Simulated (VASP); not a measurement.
The cell holds one ZrC (rock salt) (110) slab, with vacuum along c, ions free to move until forces fall under 0.03 eV/Å, no reconstruction beyond this cell, dipole correction on.

Consider the following.

```xyz
12
Lattice="3.3035 0.0000 0.0000 0.0000 4.6719 0.0000 0.0000 0.0000 24.8210" Properties=species:S:1:pos:R:3 pbc="T T T"
Zr     0.0000     0.0000     8.4216
Zr     1.6518     2.3360     9.8924
Zr     0.0000     0.0000    11.6335
Zr     1.6518     2.3360    13.1876
Zr     0.0000     0.0000    14.9286
Zr     1.6518     2.3360    16.3994
C      1.6518     0.0000     9.8452
C      0.0000     2.3360     8.3936
C      1.6518     0.0000    13.1948
C      0.0000     2.3360    11.6262
C      1.6518     0.0000    16.4275
C      0.0000     2.3360    14.9759
```

Calculation: PBEsol GGA, VASP's PBE PAW potentials (set 64) (plane waves; VASP). Settings: 450 eV cut-off, 8×6×1 Γ-centred mesh, first-order Methfessel-Paxton smearing of 0.10 eV, potentials Zr_sv C.

Slab and bulk use different k-meshes, so the surface energy is good to a few per cent at best.

Task: Predict its surface energy, work function, band gap (on the k-mesh).

Result: 
* **surface energy**: 3.52 J/m²
* **work function**: 3.32 eV
* **band gap (on the k-mesh)**: none (metal, semimetal or under 0.01 eV)

The cell is a thin slab with vacuum, built from ZrC (rock salt): (110) face.
